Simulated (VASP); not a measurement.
Method: LDA (Ceperley-Alder, Perdew-Zunger), VASP's LDA PAW potentials (set 64) (plane waves; VASP).

A VASP calculation is set up with these files.

INCAR:
```
! general
SYSTEM =Rh
PREC   =Accurate
ENCUT  =500
LREAL  =.False.
LASPH  =.True.

! electronic loop
EDIFF  =1E-6   ! SCF stop (eV)
NELM   =100   ! most electronic steps
ALGO   =Normal   ! blocked Davidson
LMAXMIX=4   ! l cut-off of mixed one-centre charges

! smearing
ISMEAR =1   ! Methfessel-Paxton
SIGMA  =0.1

! ions
IBRION =2
NSW    =40   ! most ionic steps
ISIF   =3   ! ions, shape and volume
EDIFFG =-0.02   ! ionic stop
PSTRESS=100   ! kbar

! output
LWAVE  =.False.
LCHARG =.False.
```

**KPOINTS**
```
Automatic
0
G
 17 17 17
0 0 0
```

### POSCAR
```
Rh
1.0
  0.0000000000   1.8604143870   1.8604143870
  1.8604143870   0.0000000000   1.8604143870
  1.8604143870   1.8604143870   0.0000000000
Rh
1
Direct
  0.0000000000   0.0000000000   0.0000000000
```

POTCAR, in this order: Rh_pv (LDA.64 set). Program: vasp_std.

Output of the run:

### OUTCAR
```
 ion  position               nearest neighbor table
   1  0.000  0.000  0.000-
  LATTYP: Found a face centered cubic cell.
 ALAT       =     3.7208287740
 Subroutine PRICEL returns:
 Original cell was already a primitive cell.
 Subroutine GETGRP returns: Found 48 space group operations
The static configuration has the point symmetry O_h .
The dynamic configuration has the point symmetry O_h .
 Subroutine INISYM returns: Found 48 space group operations
 Subroutine IBZKPT returns following result:
 Found    165 irreducible k-points:

 Following reciprocal coordinates:
            Coordinates               Weight
  0.000000  0.000000  0.000000      1.000000
  0.058824  0.000000  0.000000      8.000000
  0.117647  0.000000  0.000000      8.000000
  0.176471  0.000000  0.000000      8.000000
  0.235294  0.000000  0.000000      8.000000
  0.294118  0.000000  0.000000      8.000000
  0.352941  0.000000  0.000000      8.000000
  0.411765  0.000000  0.000000      8.000000
  0.470588  0.000000  0.000000      8.000000
  0.058824  0.058824  0.000000      6.000000
  0.117647  0.058824  0.000000     24.000000
  0.176471  0.058824  0.000000     24.000000
  0.235294  0.058824  0.000000     24.000000
  0.294118  0.058824  0.000000     24.000000
  0.352941  0.058824  0.000000     24.000000
  0.411765  0.058824  0.000000     24.000000
  0.470588  0.058824  0.000000     24.000000
 -0.470588  0.058824  0.000000     24.000000
 -0.411765  0.058824  0.000000     24.000000
 -0.352941  0.058824  0.000000     24.000000
 -0.294118  0.058824  0.000000     24.000000
 -0.235294  0.058824  0.000000     24.000000
 -0.176471  0.058824  0.000000     24.000000
 -0.117647  0.058824  0.000000     24.000000
 -0.058824  0.058824  0.000000     12.000000
  0.117647  0.117647  0.000000      6.000000
  0.176471  0.117647  0.000000     24.000000
  0.235294  0.117647  0.000000     24.000000
  0.294118  0.117647  0.000000     24.000000
  0.352941  0.117647  0.000000     24.000000
  0.411765  0.117647  0.000000     24.000000
  0.470588  0.117647  0.000000     24.000000
 -0.470588  0.117647  0.000000     24.000000
 -0.411765  0.117647  0.000000     24.000000
 -0.352941  0.117647  0.000000     24.000000
 -0.294118  0.117647  0.000000     24.000000
 -0.235294  0.117647  0.000000     24.000000
 -0.176471  0.117647  0.000000     24.000000
 -0.117647  0.117647  0.000000     12.000000
  0.176471  0.176471  0.000000      6.000000
   k-points           NKPTS =    165   k-points in BZ     NKDIM =    165   number of bands    NBANDS=     11
   number of dos      NEDOS =    301   number of ions     NIONS =      1
   total plane-waves  NPLWV =   8000
   dimension x,y,z NGX =    20 NGY =   20 NGZ =   20
   dimension x,y,z NGXF=    40 NGYF=   40 NGZF=   40
   ions per type =               1
   PREC   = accura    normal or accurate (medium, high low for compatibility)
   ISTART =      0    job   : 0-new  1-cont  2-samecut
   ICHARG =      2    charge: 1-file 2-atom 10-const
   ISPIN  =      1    spin polarized calculation?
   LNONCOLLINEAR =      F non collinear calculations
   LSORBIT =      F    spin-orbit coupling
   INIWAV =      1    electr: 0-lowe 1-rand  2-diag
   ENCUT  =  500.0 eV  36.75 Ry    6.06 a.u.   4.80  4.80  4.80*2*pi/ulx,y,z
   NELM   =    100;   NELMIN=  2; NELMDL= -5     # of ELM steps
   EDIFF  = 0.1E-05   stopping-criterion for ELM
   LREAL  =      F    real-space projection
   NLSPLINE    = F    spline interpolate recip. space projectors
   LMAXMIX     =    4 max onsite mixed and CHGCAR
   VOSKOWN=      0    Vosko Wilk Nusair interpolation
...
```

File OSZICAR:
```
       N       E                     dE             d eps       ncg     rms          rms(c)
DAV:   1     0.110198856898E+03    0.11020E+03   -0.91176E+03  3654   0.143E+03
DAV:   2    -0.778833766789E+01   -0.11799E+03   -0.11292E+03  3729   0.386E+02
DAV:   3    -0.922190833540E+01   -0.14336E+01   -0.14238E+01  4242   0.485E+01
DAV:   4    -0.922990915556E+01   -0.80008E-02   -0.80002E-02  3948   0.372E+00
DAV:   5    -0.923002766279E+01   -0.11851E-03   -0.11850E-03  4177   0.426E-01    0.125E+01
DAV:   6    -0.870684221865E+01    0.52319E+00   -0.11410E+00  3795   0.161E+01    0.447E+00
DAV:   7    -0.868054295695E+01    0.26299E-01   -0.28193E-02  4209   0.215E+00    0.199E+00
DAV:   8    -0.867503218287E+01    0.55108E-02   -0.53880E-03  3798   0.124E+00    0.237E-01
DAV:   9    -0.867485442637E+01    0.17776E-03   -0.17573E-04  4287   0.225E-01    0.518E-02
DAV:  10    -0.867486107611E+01   -0.66497E-05   -0.35337E-06  4028   0.268E-02    0.352E-03
DAV:  11    -0.867486105457E+01    0.21536E-07   -0.22847E-07  2214   0.713E-03
   1 F= -.78710602E+01 E0= -.78712608E+01  d E =-.787106E+01
```

### OUTCAR
```
------------------------ aborting loop because EDIFF is reached ----------------------------------------
  FORCE on cell =-STRESS in cart. coord.  units (eV):
  Direction    XX          YY          ZZ          XY          YZ          ZX
  --------------------------------------------------------------------------------------
  Total        0.7957613      0.7957613      0.7957613     -0.0000000     -0.0000000      0.0000000
  in kB       98.9998012     98.9998012     98.9998012     -0.0000000     -0.0000000      0.0000000
  external PRESSURE =      -1.0001988 kB  Pullay stress =     100.0000000 kB
  volume of cell :       12.88
      direct lattice vectors                 reciprocal lattice vectors
     0.000000000  1.860414387  1.860414387    -0.268757328  0.268757328  0.268757328
     1.860414387  0.000000000  1.860414387     0.268757328 -0.268757328  0.268757328
     1.860414387  1.860414387  0.000000000     0.268757328  0.268757328 -0.268757328
 POSITION                                       TOTAL-FORCE (eV/Angst)
 -----------------------------------------------------------------------------------
      0.00000      0.00000      0.00000         0.000000     -0.000000     -0.000000
 -----------------------------------------------------------------------------------
    total drift:                               -0.000000     -0.000000     -0.000000
  FREE ENERGIE OF THE ION-ELECTRON SYSTEM (eV)
  ---------------------------------------------------
  free  energy   TOTEN  =        -8.6748610546 eV

  energy  without entropy=       -8.6754628828  energy(sigma->0) =       -8.67506166
  enthalpy is  TOTEN    =        -7.8710601672 eV   P V=        0.8038008874

 reached required accuracy - stopping structural energy minimisation
```
(Selected blocks of OUTCAR.)

The compound is Rh in the fcc structure. It was relaxed first under an external pressure of 10 GPa.
